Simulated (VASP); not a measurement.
```
MgSn3
1.0
    4.64831     0.00000     0.00000
    0.00000     4.64831     0.00000
    0.00000     0.00000     4.64831
Mg Sn
1 3
Direct
  0.00000   0.00000   0.00000
  0.50000   0.50000   0.00000
  0.00000   0.50000   0.50000
  0.50000   0.00000   0.50000
```

Computed with PBEsol GGA, VASP's PBE PAW potentials (set 64) (plane waves; VASP). Run with 400 eV cut-off, Gaussian smearing of 0.050 eV, potentials Mg Sn_d.

### Question
Give the energies of bands 16 to 25 at the high-symmetry points, in eV from the Fermi level.

### Answer

```csv
band,Γ,X,M,R
16,-10.96,-9.64,-8.04,-6.88
17,-4.74,-8.62,-7.73,-6.88
18,-4.74,-4.25,-7.73,-6.88
19,-3.31,-1.91,-5.06,-5.02
20,-3.31,-1.91,-0.54,-4.17
21,-3.31,-0.87,0.05,-4.17
22,-0.38,-0.74,0.05,-4.17
23,2.41,-0.74,0.09,-1.68
24,2.41,-0.27,0.37,6.31
25,2.41,0.47,0.37,6.32
```

It has no gap at this level: it comes out as a metal or semimetal.

The structure comes from a computed database's MgSn3 entry (Pm-3m); how it stands against other phases isn't given here. It was relaxed first.
